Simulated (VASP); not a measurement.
Calculation: HSE06 screened hybrid, VASP's PBE PAW potentials (set 64) (plane waves; VASP 6.6.1). For the first row: Numerical set-up: 520 eV cut-off, 8×8×8 Γ-centred mesh, Gaussian smearing of 0.050 eV, potentials Na_pv F.

```tsv
system	energy (eV/atom)
NaF (rock salt)	-5.1651
Na atom	-0.3692
F atom	-2.5310
```

Atoms are spin-polarised in a large box without symmetry, with the spin fixed by Hund's rule, and may not be in the lowest state of each functional; no zero-point energy is added.

Question: What is the cohesive energy per atom of NaF?

Answer: The references average (1×(-0.3692) + 1×(-2.5310))/2 = -1.4501 eV, so the cohesive energy is -1.4501 − (-5.1651) = 3.715 eV/atom. Measured: 3.970 eV/atom at 0 K (as given by Daniel Mejia-Rodriguez et al., Physical Review B (2018), arXiv:1807.09216; static lattice: zero-point vibration energy added).

The cell's shape comes from a PBE relaxation.
